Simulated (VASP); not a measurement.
Runs of VASP 6.6.1 on Be. It takes space group P6_3/mmc (No. 194, hexagonal). The conventional cell has a = 2.286 Å, b = 2.286 Å, c = 3.584 Å, α = 90.00°, β = 90.00°, γ = 120.00°. Around Be (site symmetry -6m2) lie 12 Be at 2.23 to 2.29 Å. 

```tsv
task	level	potentials or basis	cell	k mesh	cutoff (eV)	mesh quality	gap on the mesh (eV)	pressure (GPa)	relaxed volume (Å³/atom)
relaxation of cell and atoms	PBEsol	VASP PAW PBE potentials, release 64 (Be)	relaxed	21 × 21 × 12	600	not flagged	none	0.1	7.85
relaxation of cell and atoms	PBEsol	VASP PAW PBE potentials, release 64 (Be)	relaxed	9 × 9 × 4	600	coarse	none	0.1	7.86
relaxation of cell and atoms	RPBE	VASP PAW PBE potentials, release 64 (Be)	relaxed	21 × 21 × 12	600	not flagged	none	-0.1	(a)
relaxation of cell and atoms	PBEsol	VASP PAW PBE potentials, release 64 (Be)	relaxed	21 × 21 × 12	580	not flagged	none	0.1	7.85
relaxation of cell and atoms	PBEsol	VASP PAW PBE potentials, release 64 (Be)	relaxed	21 × 21 × 12	480	not flagged	none	0.1	7.85
single point	PBEsol	VASP PAW PBE potentials, release 64 (Be)	as given	21 × 21 × 12	520	not flagged	none	-3.6	-
relaxation of cell and atoms	PBEsol	VASP PAW PBE potentials, release 64 (Be)	relaxed	21 × 21 × 12	300	not flagged	none	0.1	7.86
relaxation of cell and atoms	LDA	VASP PAW LDA potentials, release 64 (Be)	relaxed	21 × 21 × 12	600	not flagged	none	0.0	7.57
```

Alike in all rows: no spin polarisation; smearing gaussian 0.1 eV.

Estimate the missing entries.

(a) 8.12.

Caveats: some runs use coarse meshes; the PAW data sets were made with another functional, which shifts forces and pressure a little (some runs); the cutoff is under 1.25 times the usual one of these potentials, so pressure, stress and relaxed cells hold a basis-set (Pulay) error (some runs).

A gap of «none» marks a metal or a gap under the smearing width.

Runs at the PBE level aren't shown here.
